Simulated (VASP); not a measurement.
Output of a VASP run:

File OUTCAR:
```
 ion  position               nearest neighbor table
   1  0.250  0.250  0.250-   2 2.80   2 2.80   2 2.80   2 2.80
   2  0.000  0.000  0.000-   1 2.80   1 2.80   1 2.80   1 2.80
  LATTYP: Found a face centered cubic cell.
 ALAT       =     6.4700000000
 Subroutine PRICEL returns:
 Original cell was already a primitive cell.
 Subroutine GETGRP returns: Found 24 space group operations
The static configuration has the point symmetry T_d .
The dynamic configuration has the point symmetry T_d .
 Subroutine INISYM returns: Found 24 space group operations
 Subroutine IBZKPT returns following result:
 Found     35 irreducible k-points:

 Following reciprocal coordinates:
            Coordinates               Weight
  0.000000  0.000000  0.000000      1.000000
  0.111111  0.000000  0.000000      8.000000
  0.222222  0.000000  0.000000      8.000000
  0.333333  0.000000  0.000000      8.000000
  0.444444  0.000000  0.000000      8.000000
  0.111111  0.111111  0.000000      6.000000
  0.222222  0.111111  0.000000     24.000000
  0.333333  0.111111  0.000000     24.000000
  0.444444  0.111111  0.000000     24.000000
 -0.444444  0.111111  0.000000     24.000000
 -0.333333  0.111111  0.000000     24.000000
 -0.222222  0.111111  0.000000     24.000000
 -0.111111  0.111111  0.000000     12.000000
  0.222222  0.222222  0.000000      6.000000
  0.333333  0.222222  0.000000     24.000000
  0.444444  0.222222  0.000000     24.000000
 -0.444444  0.222222  0.000000     24.000000
 -0.333333  0.222222  0.000000     24.000000
 -0.222222  0.222222  0.000000     12.000000
  0.333333  0.333333  0.000000      6.000000
  0.444444  0.333333  0.000000     24.000000
 -0.444444  0.333333  0.000000     24.000000
 -0.333333  0.333333  0.000000     12.000000
  0.444444  0.444444  0.000000      6.000000
 -0.444444  0.444444  0.000000     12.000000
  0.333333  0.222222  0.111111     24.000000
  0.444444  0.222222  0.111111     48.000000
 -0.444444  0.222222  0.111111     48.000000
  0.444444  0.333333  0.111111     24.000000
 -0.444444  0.333333  0.111111     48.000000
 -0.333333  0.333333  0.111111     48.000000
 -0.222222  0.333333  0.111111     24.000000
 -0.444444  0.444444  0.111111     24.000000
 -0.333333  0.444444  0.111111     24.000000
 -0.333333  0.444444  0.222222     24.000000
   k-points           NKPTS =     35   k-points in BZ     NKDIM =     35   number of bands    NBANDS=     13
   number of dos      NEDOS =    301   number of ions     NIONS =      2
   total plane-waves  NPLWV =  27000
   dimension x,y,z NGX =    30 NGY =   30 NGZ =   30
   dimension x,y,z NGXF=    60 NGYF=   60 NGZF=   60
   ions per type =               1   1
   PREC   = accura    normal or accurate (medium, high low for compatibility)
   ISTART =      0    job   : 0-new  1-cont  2-samecut
   ICHARG =      2    charge: 1-file 2-atom 10-const
   ISPIN  =      1    spin polarized calculation?
   LNONCOLLINEAR =      F non collinear calculations
   LSORBIT =      F    spin-orbit coupling
   INIWAV =      1    electr: 0-lowe 1-rand  2-diag
   ENCUT  =  400.0 eV  29.40 Ry    5.42 a.u.   7.46  7.46  7.46*2*pi/ulx,y,z
   NELM   =    100;   NELMIN=  2; NELMDL= -5     # of ELM steps
   EDIFF  = 0.1E-05   stopping-criterion for ELM
   LREAL  =      F    real-space projection
   NLSPLINE    = F    spline interpolate recip. space projectors
   LMAXMIX     =    4 max onsite mixed and CHGCAR
   VOSKOWN=      0    Vosko Wilk Nusair interpolation
   EDIFFG = -.1E-01   stopping-criterion for IOM
   NSW    =     60    number of steps for IOM
   NBLOCK =      1;   KBLOCK =     60    inner block; outer block
   IBRION =      2    ionic relax: 0-MD 1-quasi-New 2-CG
   NFREE  =      1    steps in history (QN), initial steepest desc. (CG)
   ISIF   =      3    stress and relaxation
   ISYM   =      2    0-nonsym 1-usesym 2-fastsym
   TEIN   =    0.0    initial temperature
   TEBEG  =    0.0;   TEEND  =   0.0 temperature during run
...
```

File OSZICAR:
```
       N       E                     dE             d eps       ncg     rms          rms(c)
DAV:   1     0.102726925288E+03    0.10273E+03   -0.69466E+03   915   0.112E+03
DAV:   2    -0.104994145669E+01   -0.10378E+03   -0.10155E+03   940   0.283E+02
DAV:   3    -0.767161439656E+01   -0.66217E+01   -0.65962E+01  1185   0.814E+01
DAV:   4    -0.783268503954E+01   -0.16107E+00   -0.16104E+00  1076   0.153E+01
DAV:   5    -0.783942694778E+01   -0.67419E-02   -0.67418E-02  1324   0.250E+00    0.410E+00
DAV:   6    -0.771712401395E+01    0.12230E+00   -0.20603E-01  1254   0.849E+00    0.233E+00
DAV:   7    -0.769324950730E+01    0.23875E-01   -0.78547E-02  1236   0.337E+00    0.629E-01
DAV:   8    -0.769242103629E+01    0.82847E-03   -0.81481E-03  1192   0.127E+00    0.276E-01
DAV:   9    -0.769279165268E+01   -0.37062E-03   -0.76468E-04  1000   0.289E-01    0.733E-02
DAV:  10    -0.769279398175E+01   -0.23291E-05   -0.38675E-05  1221   0.526E-02    0.375E-02
DAV:  11    -0.769281475740E+01   -0.20776E-04   -0.35951E-05   975   0.563E-02    0.231E-02
DAV:  12    -0.769281524234E+01   -0.48494E-06   -0.10803E-06   766   0.984E-03
   1 F= -.76928152E+01 E0= -.76928349E+01  d E =-.769282E+01
       N       E                     dE             d eps       ncg     rms          rms(c)
DAV:   1    -0.785774010504E+01   -0.16493E+00   -0.42626E+00  1140   0.432E+01    0.239E+00
DAV:   2    -0.772190307994E+01    0.13584E+00   -0.28811E-01  1105   0.120E+01    0.918E-01
DAV:   3    -0.769782601212E+01    0.24077E-01   -0.77777E-02  1215   0.568E+00    0.402E-01
DAV:   4    -0.769737001164E+01    0.45600E-03   -0.24406E-03   940   0.521E-01    0.264E-01
DAV:   5    -0.769697132798E+01    0.39868E-03   -0.33351E-04  1121   0.163E-01    0.130E-01
DAV:   6    -0.769691497399E+01    0.56354E-04   -0.10299E-04  1162   0.114E-01    0.192E-02
DAV:   7    -0.769691667750E+01   -0.17035E-05   -0.78516E-06  1151   0.512E-02    0.792E-03
DAV:   8    -0.769691742724E+01   -0.74974E-06   -0.23538E-06   603   0.280E-02
   2 F= -.76969174E+01 E0= -.76969606E+01  d E =-.410218E-02
       N       E                     dE             d eps       ncg     rms          rms(c)
DAV:   1    -0.771131203227E+01   -0.14395E-01   -0.34317E-01  1145   0.117E+01    0.723E-01
DAV:   2    -0.769961290235E+01    0.11699E-01   -0.26307E-02  1105   0.373E+00    0.259E-01
DAV:   3    -0.769774085816E+01    0.18720E-02   -0.57132E-03  1200   0.154E+00    0.129E-01
DAV:   4    -0.769770443020E+01    0.36428E-04   -0.18249E-04   935   0.129E-01    0.845E-02
DAV:   5    -0.769768200430E+01    0.22426E-04   -0.30229E-05  1123   0.539E-02    0.368E-02
DAV:   6    -0.769768324573E+01   -0.12414E-05   -0.80561E-06  1361   0.297E-02    0.661E-03
DAV:   7    -0.769768278843E+01    0.45729E-06   -0.46896E-07   465   0.128E-02
   3 F= -.76976828E+01 E0= -.76977184E+01  d E =-.486755E-02
```

### OUTCAR
```
------------------------ aborting loop because EDIFF is reached ----------------------------------------
  FORCE on cell =-STRESS in cart. coord.  units (eV):
  Direction    XX          YY          ZZ          XY          YZ          ZX
  --------------------------------------------------------------------------------------
  Total       -0.0039873     -0.0039873     -0.0039873      0.0000000      0.0000000      0.0000000
  in kB       -0.0922560     -0.0922560     -0.0922560      0.0000000      0.0000000      0.0000000
  external PRESSURE =      -0.0922560 kB  Pullay stress =       0.0000000 kB
  volume of cell :       69.25
      direct lattice vectors                 reciprocal lattice vectors
     0.000000000  3.259291650  3.259291650    -0.153407566  0.153407566  0.153407566
     3.259291650  0.000000000  3.259291650     0.153407566 -0.153407566  0.153407566
     3.259291650  3.259291650  0.000000000     0.153407566  0.153407566 -0.153407566
  FREE ENERGIE OF THE ION-ELECTRON SYSTEM (eV)
  ---------------------------------------------------
  free  energy   TOTEN  =        -7.6976827884 eV

  energy  without entropy=       -7.6977896649  energy(sigma->0) =       -7.69771841

 reached required accuracy - stopping structural energy minimisation
```
(Selected blocks of OUTCAR.)

**POSCAR**
```
InSb
1
    0.0000000000     3.2350000000     3.2350000000
    3.2350000000     0.0000000000     3.2350000000
    3.2350000000     3.2350000000     0.0000000000
Sb In
1 1
Direct
  0.2500000000   0.2500000000   0.2500000000
  0.0000000000   0.0000000000   0.0000000000
```

Q: Write an INCAR and KPOINTS that could have produced this output.

A: Several could match; the one computed here: the input of the run itself, PBEsol GGA, plane waves, VASP's PBE PAW potentials (set 64).

INCAR:
```
SYSTEM = InSb
PREC = Accurate
ENCUT = 400
EDIFF = 1E-6
NELM = 100
ALGO = Normal
LREAL = .FALSE.
LASPH = .TRUE.
ISMEAR = 1
SIGMA = 0.1
GGA = PS
LMAXMIX = 4
LWAVE = .FALSE.
LCHARG = .FALSE.
IBRION = 2
ISIF = 3
NSW = 60
EDIFFG = -0.01
```

KPOINTS:
```
Automatic mesh
0
Gamma
9 9 9
0 0 0
```

POTCAR, in this order: Sb In_d (PBE.64 set). Program: vasp_std.

Energy and stress use the plane-wave basis of the starting cell.

The structure comes from a measured InSb entry (F-43m) of the Crystallography Open Database, whose conditions weren't checked. This run relaxes it. Symmetry was kept, so distortions that lower it aren't found.
